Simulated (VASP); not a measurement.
Input:

```
CELL_PARAMETERS angstrom
      0.00000     1.98810     1.98810
      1.98810     0.00000     1.98810
      1.98810     1.98810     0.00000
ATOMIC_POSITIONS crystal
  Li 0.00000 0.00000 0.00000
  H  0.50000 0.50000 0.50000
```

These are revTPSS meta-GGA, VASP's PBE PAW potentials (set 64) (plane waves; VASP 6.6.1) values and carry that method's errors. Run with 520 eV cut-off, 11×11×11 Γ-centred mesh, Gaussian smearing of 0.050 eV, potentials Li_sv H.

Problem. Estimate the energy per atom (σ→0), pressure.

Solution. 
The energy per atom (σ→0) comes out as -3660 meV/atom. The pressure is -1.21 GPa.

Only differences to runs with the same potentials and settings are physical.

The compound is LiH in the rock salt structure. This cell is one point of a volume scan, at 1.03 of the reference volume.
